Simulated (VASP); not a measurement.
# MnCrSb (P6_3/mmc) in VASP: equation of state, part 2 of 2

VASP 6.6.1. The steps go on from the part before.

### 4 Equation of state, PBE, collinear spin, ferromagnetic start, 16.18 Å³/atom (volume scaled by 0.98)

File INCAR:

```
SYSTEM = MnCrSb
PREC = Accurate
ENCUT = 520
EDIFF = 1E-7
ISMEAR = -1
SIGMA = 0.05
LREAL = .FALSE.
LASPH = .TRUE.
NELM = 120
ALGO = Normal
ISIF = 2
LWAVE = .FALSE.
LCHARG = .FALSE.
ISPIN = 2
MAGMOM = 0 0 4 4 3 3
LORBIT = 11
LMAXMIX = 4
GGA = PE
NBANDS = 43
```

File KPOINTS:

```
regular mesh
0
G
  7 7 5
  0 0 0
```

File POSCAR:

```
MnCrSb
1.0
    4.5145795028      0.0000000000      0.0000000000
   -2.2572897514      3.9097405368      0.0000000000
    0.0000000000      0.0000000000      5.5011022626
Sb Mn Cr
2 2 2
Direct
    0.3333333333      0.6666666667      0.2500000000
    0.6666666667      0.3333333333      0.7500000000
    0.0000000000      0.0000000000      0.5000000000
    0.0000000000      0.0000000000      0.0000000000
    0.3333333333      0.6666666667      0.7500000000
    0.6666666667      0.3333333333      0.2500000000
```

Potentials or basis: VASP PAW PBE potentials, release 64 (Sb, Mn_pv, Cr_pv).

Command:

```bash
cat potpaw_PBE.64/Sb/POTCAR potpaw_PBE.64/Mn_pv/POTCAR potpaw_PBE.64/Cr_pv/POTCAR > POTCAR
mpirun -np 1 vasp_std > vasp.out
```

OUTCAR:

```text
SYSTEM = MnCrSb
   PREC = Accurate
   ENCUT = 520
   EDIFF = 1E-7
   ISMEAR = -1
   LREAL = .FALSE.
   LASPH = .TRUE.
   NELM = 120
   ISIF = 2
   ISPIN = 2
   LORBIT = 11
   GGA = PE

 Found     24 irreducible k-points:

 Following reciprocal coordinates:
            Coordinates               Weight
  0.000000  0.000000  0.000000      1.000000
  0.142857 -0.000000  0.000000      6.000000
  0.285714 -0.000000  0.000000      6.000000
  0.428571 -0.000000  0.000000      6.000000
  0.142857  0.142857  0.000000      6.000000
  0.285714  0.142857  0.000000     12.000000
[... 646 lines left out ...]
 -----------------------------------------------------------------------------------
     -0.00000      2.60649      1.37528         0.000000     -0.000000      0.000000
      2.25729      1.30325      4.12583        -0.000000      0.000000      0.000000
      0.00000      0.00000      2.75055        -0.000000      0.000000      0.000000
      0.00000      0.00000      0.00000        -0.000000      0.000000      0.000000
     -0.00000      2.60649      4.12583        -0.000000      0.000000      0.000000
      2.25729      1.30325      1.37528         0.000000     -0.000000      0.000000
 -----------------------------------------------------------------------------------
    total drift:                               -0.000000      0.000000      0.000000

  FREE ENERGIE OF THE ION-ELECTRON SYSTEM (eV)
  ---------------------------------------------------
  free  energy   TOTEN  =       -43.3277262312 eV

  energy  without entropy=      -43.2832221584  energy(sigma->0) =      -43.30547419

 total charge

# of ion       s       p       d       tot
------------------------------------------
    1        1.085   1.342   0.094   2.520
    2        1.085   1.342   0.094   2.520
    3        0.255   6.196   5.113  11.564
    4        0.255   6.196   5.113  11.564
    5        0.280   6.236   4.300  10.816
    6        0.280   6.236   4.300  10.816
--------------------------------------------------
tot          3.241  27.547  19.013  49.801

 magnetization (x)

# of ion       s       p       d       tot
------------------------------------------
    1       -0.008  -0.094   0.013  -0.090
    2       -0.008  -0.094   0.013  -0.090
    3        0.006   0.028   3.005   3.038
    4        0.006   0.028   3.005   3.038
    5        0.028   0.018   2.494   2.541
    6        0.028   0.018   2.494   2.541
--------------------------------------------------
tot          0.051  -0.098  11.023  10.977
```

OSZICAR:

```text
N       E                     dE             d eps       ncg     rms          rms(c)
DAV:   1     0.698883722430E+03    0.69888E+03   -0.32292E+04  4368   0.155E+03
DAV:   2     0.133168582904E+01   -0.69755E+03   -0.67055E+03  4152   0.466E+02
[... 14 lines left out ...]
DAV:  17    -0.433276927295E+02    0.91548E-06   -0.15285E-04  5410   0.742E-02    0.639E-02
DAV:  18    -0.433277244563E+02   -0.31727E-04   -0.35567E-05  4568   0.359E-02    0.210E-02
DAV:  19    -0.433277257332E+02   -0.12769E-05   -0.12476E-05  5065   0.186E-02    0.651E-03
DAV:  20    -0.433277260465E+02   -0.31327E-06   -0.10823E-06  4304   0.633E-03    0.343E-03
DAV:  21    -0.433277261799E+02   -0.13339E-06   -0.15538E-07  2809   0.330E-03    0.126E-03
DAV:  22    -0.433277262312E+02   -0.51308E-07   -0.67802E-08  2386   0.149E-03
   1 F= -.43327726E+02 E0= -.43305474E+02  d E =-.445041E-01  mag=    11.4579
```

stdout:

```text
POSCAR found type information on POSCAR SbMnCr
 POSCAR found :  3 types and       6 ions
 scaLAPACK will be used
 LDA part: xc-table for (Slater+PW92), standard interpolation
 POSCAR, INCAR and KPOINTS ok, starting setup
 FFT: planning ... GRIDC
 FFT: planning ... GRID_SOFT
 FFT: planning ... GRID
 WAVECAR not read
 entering main loop
```

It took 2.4 min on 1 thread of Intel Xeon 6975P-C (Granite Rapids), shared host; peak memory 0.36 GiB.

Results:

- Free energy: -43.3277 eV
- Pressure: 0.7 GPa
- Band gap on the k mesh: none (metal or under the smearing width)
- Net moment: 11.46 μB per cell
- Site moments: Sb -0.09; Mn +3.04; Cr +2.54 μB
- Valence electrons inside the program's atomic spheres: Sb 2.52; Mn 11.56; Cr 10.82

Caveat: only a ferromagnetic start was run, and an antiferromagnetic order may lie lower in energy.

### 5 Equation of state, PBE, collinear spin, ferromagnetic start, 16.84 Å³/atom (volume scaled by 1.02)

File INCAR:

```
PREC     = Accurate       # precision mode
ENCUT    = 520            # plane-wave cutoff, eV
EDIFF    = 1E-7           # SCF threshold, eV
ISMEAR   = -1             # smearing method
SIGMA    = 0.05           # smearing width, eV
LREAL    = False          # projectors in reciprocal space
LASPH    = True           # aspherical terms in the spheres
NELM     = 120            # most SCF steps
ALGO     = Normal         # electronic algorithm
ISIF     = 2              # what is computed and relaxed
LWAVE    = False          # write WAVECAR
LCHARG   = False          # write CHGCAR
ISPIN    = 2              # spin polarisation
MAGMOM   = 0 0 4 4 3 3    # initial moments
LORBIT   = 11             # projections on sites
LMAXMIX  = 4              # l up to which the mixer works
GGA      = PE             # functional
NBANDS   = 43             # bands
```

File KPOINTS:

```
regular mesh
0
Gamma
  7 7 5
```

Edit POSCAR of step 4 so:

```diff
@@ -2,5 +2,5 @@
 1.0
-    4.5145795028      0.0000000000      0.0000000000
-   -2.2572897514      3.9097405368      0.0000000000
-    0.0000000000      0.0000000000      5.5011022626
+    4.5751851172      0.0000000000      0.0000000000
+   -2.2875925586      3.9622265386      0.0000000000
+    0.0000000000      0.0000000000      5.5749513735
 Sb Mn Cr
```

Command:

```bash
cat potpaw_PBE.64/Sb/POTCAR potpaw_PBE.64/Mn_pv/POTCAR potpaw_PBE.64/Cr_pv/POTCAR > POTCAR
mpirun -np 1 vasp_std > vasp.out
```

Wall time 2.2 min (1 thread of Intel Xeon 6975P-C (Granite Rapids), shared host); peak memory 0.36 GiB.

Results (log left out):

* Free energy: -43.3026 eV
* Pressure: -2.8 GPa
* Band gap on the k mesh: none (metal or under the smearing width)
* Net moment: 11.91 μB per cell
* Site moments: Sb -0.10; Mn +3.18; Cr +2.62 μB
* Valence electrons inside the program's atomic spheres: Sb 2.49; Mn 11.52; Cr 10.76

Caveat: only a ferromagnetic start was run, and an antiferromagnetic order may lie lower in energy.

### 6 Equation of state, PBE, collinear spin, ferromagnetic start, 17.17 Å³/atom (volume scaled by 1.04)

Edit INCAR of step 5 so:

```diff
@@ -7,3 +7,3 @@
 LASPH    = True           # aspherical terms in the spheres
-NELM     = 120            # most SCF steps
+NELM     = 150            # most SCF steps
 ALGO     = Normal         # electronic algorithm
```

File KPOINTS:

```
Automatic mesh
0
Gamma
  7 7 5
```

Edit POSCAR of step 5 so:

```diff
@@ -2,5 +2,5 @@
 1.0
-    4.5751851172      0.0000000000      0.0000000000
-   -2.2875925586      3.9622265386      0.0000000000
-    0.0000000000      0.0000000000      5.5749513735
+    4.6048949440      0.0000000000      0.0000000000
+   -2.3024474719      3.9879560033      0.0000000000
+    0.0000000000      0.0000000000      5.6111533709
 Sb Mn Cr
```

Potentials or basis: VASP PAW PBE potentials, release 64 (Sb, Mn_pv, Cr_pv).

Command:

```bash
cat potpaw_PBE.64/Sb/POTCAR potpaw_PBE.64/Mn_pv/POTCAR potpaw_PBE.64/Cr_pv/POTCAR > POTCAR
mpirun -np 1 vasp_std > vasp.out
```

Run time: 2.4 min. Hardware: 1 thread of Intel Xeon 6975P-C (Granite Rapids), shared host; peak memory 0.36 GiB.

The run converged. Its results:

| Item | Value |
| --- | --- |
| Free energy | -43.2591 eV |
| Pressure | -4.3 GPa |
| Band gap on the k mesh | none (metal or under the smearing width) |
| Net moment | 12.11 μB per cell |
| Site moments | Sb -0.10; Mn +3.23; Cr +2.66 μB |
| Valence electrons inside the program's atomic spheres | Sb 2.48; Mn 11.51; Cr 10.73 |

Caveat: only a ferromagnetic start was run, and an antiferromagnetic order may lie lower in energy.

### 7 Equation of state, PBE, collinear spin, ferromagnetic start, 17.50 Å³/atom (volume scaled by 1.06)

File INCAR:

```
SYSTEM = MnCrSb
ALGO = Normal ; EDIFF = 1E-7
ENCUT = 520 ; GGA = PE
ISIF = 2 ; ISMEAR = -1
ISPIN = 2 ; LASPH = .True.
LCHARG = .False. ; LMAXMIX = 4
LORBIT = 11 ; LREAL = .False.
LWAVE = .False. ; MAGMOM = 0 0 4 4 3 3
NBANDS = 43 ; NELM = 120
PREC = Accurate ; SIGMA = 0.05
```

File KPOINTS:

```
k-points
0
Gamma
  7 7 5
  0 0 0
```

Edit POSCAR of step 6 so:

```diff
@@ -2,5 +2,5 @@
 1.0
-    4.6048949440      0.0000000000      0.0000000000
-   -2.3024474719      3.9879560033      0.0000000000
-    0.0000000000      0.0000000000      5.6111533709
+    4.6342262758      0.0000000000      0.0000000000
+   -2.3171131379      4.0133576818      0.0000000000
+    0.0000000000      0.0000000000      5.6468941649
 Sb Mn Cr
```

Command:

```bash
cat potpaw_PBE.64/Sb/POTCAR potpaw_PBE.64/Mn_pv/POTCAR potpaw_PBE.64/Cr_pv/POTCAR > POTCAR
mpirun -np 1 vasp_std > vasp.out
```

Wall time 2.1 min (1 thread of Intel Xeon 6975P-C (Granite Rapids), shared host); peak memory 0.37 GiB.

Results (log left out):

* Free energy: -43.1993 eV
* Pressure: -5.4 GPa
* Band gap on the k mesh: none (metal or under the smearing width)
* Net moment: 12.36 μB per cell
* Site moments: Sb -0.10; Mn +3.29; Cr +2.72 μB
* Valence electrons inside the program's atomic spheres: Sb 2.47; Mn 11.49; Cr 10.71

Caveat: only a ferromagnetic start was run, and an antiferromagnetic order may lie lower in energy.

### 8 Equation of state, PBE, collinear spin, ferromagnetic start

This step only gathers the single runs of the series.

What came out:

```yaml
Equilibrium_volume: "16.31 Å³/atom (rough: see the caveat)"
Bulk_modulus_at_fixed_shape_and_positions: 76 GPa (rough)
```

Energy against volume, from the lowest point:
```csv
volume (Å³/atom),energy (meV/atom)
15.523,8.30
15.853,3.32
16.183,0.00
16.513,0.27
16.844,4.18
17.174,11.44
17.504,21.40
```

Caveat: the fit is doubtful: noisy points or a state that changes with volume; the cell was scaled at fixed shape and fractional positions, which overstates the stiffness of a crystal with free parameters, most of all of layers and chains.
